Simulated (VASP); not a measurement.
The system is GaB.

```
CELL_PARAMETERS angstrom
2.71824 0.00000 0.00000
0.00000 2.71824 0.00000
0.00000 0.00000 3.23621
ATOMIC_POSITIONS crystal
Ga 0.50000 0.50000 0.50000
B 0.00000 0.00000 0.00000
```

The cell was built by a generator and needn't be a form met in nature.

* Program: VASP 6.6.1
* Task: relaxation of cell and atoms
* Functional: PBEsol
* Dispersion: D4
* Potentials or basis: VASP PAW PBE potentials, release 64 (Ga_d, B)
* Cutoff: 600 eV
* k mesh: 10 × 10 × 8
* Occupations: fermi-dirac, width 0.05 eV
* Spin: no spin polarisation

At the start: pressure -7.1 GPa; volume 11.96 Å³/atom.

Task: How do energy, volume and symmetry change on relaxing?

Result: Over 8 steps the energy falls by 19.6 meV/atom and the volume is 11.14 Å³/atom (-6.8 %); space group P4/mmm (No. 123, to 0.05 Å).

The path:
| step | energy change (eV) | largest force (eV/Å) | pressure (GPa) | volume (Å³) |
| --- | --- | --- | --- | --- |
| 1 | 0.0000 | 0.0000 | -7.13 | 23.91 |
| 2 | -0.0363 | 0.0000 | 1.33 | 22.12 |
| 3 | -0.0373 | 0.0000 | 0.06 | 22.35 |
| 4 | -0.0373 | 0.0000 | -0.16 | 22.38 |
| 5 | -0.0383 | 0.0000 | -0.30 | 22.35 |
| 6 | -0.0391 | 0.0000 | -0.12 | 22.27 |
| 7 | -0.0392 | 0.0000 | -0.20 | 22.28 |
| 8 | -0.0392 | 0.0000 | -0.18 | 22.29 |

Final structure:
```
Ga B
1.0
     2.63899    0.00000    0.00000
     0.00000    2.63899    0.00000
     0.00000    0.00000    3.20055
Ga B
1 1
Cartesian
  1.3195 1.3195 1.6003
  0.0000 0.0000 0.0000
```

Caveat: the PAW data sets were made with another functional, which shifts forces and pressure a little; pairwise dispersion overbinds metals, which lowers pressure and volume.
